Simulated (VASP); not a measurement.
Computed with PBE GGA, VASP's PBE PAW potentials (set 64) (plane waves; VASP).

Input for VASP

**KPOINTS**
```
Automatic mesh
0
Gamma
6 6 4
0 0 0
```

INCAR:
```
# general
SYSTEM = AlN
PREC   = Accurate
ENCUT  = 520   # plane-wave cut-off (eV)
LREAL  = .FALSE.
LASPH  = .TRUE.

# electronic loop
EDIFF  = 1E-6
NELM   = 100   # most electronic steps
ALGO   = Normal

# smearing
ISMEAR = 0   # Gaussian
SIGMA  = 0.05   # width (eV)

# functional
GGA    = PE

# ions
ISIF   = 2   # forces and stress, cell fixed

# output
LWAVE  = .FALSE.
LCHARG = .FALSE.
```

POSCAR:
```
AlN
1
    1.5861000000    -2.7472060000     0.0000000000
    1.5861000000     2.7472060000     0.0000000000
    0.0000000000     0.0000000000     5.0796000000
Al N
2 2
Direct
  0.6666670000   0.3333330000   0.5000000000
  0.3333330000   0.6666670000   0.0000000000
  0.6666670000   0.3333330000   0.8820000000
  0.3333330000   0.6666670000   0.3820000000
```

POTCAR, in this order: Al N (PBE.64 set). Program: vasp_std.

The run wrote:

OUTCAR:
```
 ion  position               nearest neighbor table
   1  0.667  0.333  0.500-   4 1.93   4 1.93   4 1.93   3 1.94   2 3.13   2 3.13   2 3.13   2 3.13
                             2 3.13   2 3.13
   2  0.333  0.667  0.000-   3 1.93   3 1.93   3 1.93   4 1.94   1 3.13   1 3.13   1 3.13   1 3.13
                             1 3.13   1 3.13
   3  0.667  0.333  0.882-   2 1.93   2 1.93   2 1.93   1 1.94
   4  0.333  0.667  0.382-   1 1.93   1 1.93   1 1.93   2 1.94
  LATTYP: Found a hexagonal cell.
 ALAT       =     3.1722001854
 C/A-ratio  =     1.6012860800
 Subroutine PRICEL returns:
 Original cell was already a primitive cell.
 Subroutine GETGRP returns: Found 12 space group operations
The static configuration has the point symmetry C_3v.
 The point group associated with its full space group is C_6v.
The dynamic configuration has the point symmetry C_3v.
 Subroutine INISYM returns: Found 12 space group operations
 Subroutine IBZKPT returns following result:
 Found     21 irreducible k-points:

 Following reciprocal coordinates:
            Coordinates               Weight
  0.000000  0.000000  0.000000      1.000000
  0.166667  0.000000  0.000000      6.000000
  0.333333  0.000000  0.000000      6.000000
...
```

OSZICAR:
```
       N       E                     dE             d eps       ncg     rms          rms(c)
DAV:   1     0.546307441443E+02    0.54631E+02   -0.73810E+03   504   0.117E+03
DAV:   2    -0.301924205379E+02   -0.84823E+02   -0.78639E+02   796   0.223E+02
DAV:   3    -0.342437342905E+02   -0.40513E+01   -0.40334E+01   660   0.525E+01
DAV:   4    -0.342793722281E+02   -0.35638E-01   -0.35632E-01   564   0.577E+00
DAV:   5    -0.342799100187E+02   -0.53779E-03   -0.53777E-03   644   0.726E-01    0.118E+01
DAV:   6    -0.297246772683E+02    0.45552E+01   -0.17163E+01   608   0.312E+01    0.414E+00
DAV:   7    -0.297503764599E+02   -0.25699E-01   -0.62763E-01   532   0.619E+00    0.282E+00
DAV:   8    -0.297439821917E+02    0.63943E-02   -0.86565E-02   548   0.308E+00    0.523E-01
DAV:   9    -0.297384945127E+02    0.54877E-02   -0.22983E-02   628   0.112E+00    0.251E-01
DAV:  10    -0.297391029925E+02   -0.60848E-03   -0.26702E-03   584   0.391E-01    0.139E-01
DAV:  11    -0.297390237342E+02    0.79258E-04   -0.22742E-04   596   0.121E-01    0.366E-02
DAV:  12    -0.297390257279E+02   -0.19937E-05   -0.98702E-06   540   0.317E-02    0.102E-02
DAV:  13    -0.297390253672E+02    0.36072E-06   -0.74225E-06   620   0.199E-02
   1 F= -.29739025E+02 E0= -.29739025E+02  d E =-.297524E-17
```

### OUTCAR
```
------------------------ aborting loop because EDIFF is reached ----------------------------------------
  FORCE on cell =-STRESS in cart. coord.  units (eV):
  Direction    XX          YY          ZZ          XY          YZ          ZX
  --------------------------------------------------------------------------------------
  Total       -2.0598838     -2.0598841     -1.8774759      0.0000000      0.0000000      0.0000000
  in kB      -74.5541797    -74.5541914    -67.9522205      0.0000000      0.0000000      0.0000000
  external PRESSURE =     -72.3535305 kB  Pullay stress =       0.0000000 kB
  volume of cell :       44.27
      direct lattice vectors                 reciprocal lattice vectors
     1.586100000 -2.747206000  0.000000000     0.315238636 -0.182003097  0.000000000
     1.586100000  2.747206000  0.000000000     0.315238636  0.182003097  0.000000000
     0.000000000  0.000000000  5.079600000     0.000000000  0.000000000  0.196865895
  FREE ENERGIE OF THE ION-ELECTRON SYSTEM (eV)
  ---------------------------------------------------
  free  energy   TOTEN  =       -29.7390253672 eV

  energy  without entropy=      -29.7390253672  energy(sigma->0) =      -29.73902537
```
(Selected blocks of OUTCAR.)

The compound is AlN in the wurtzite structure. The cell was not relaxed at this level.
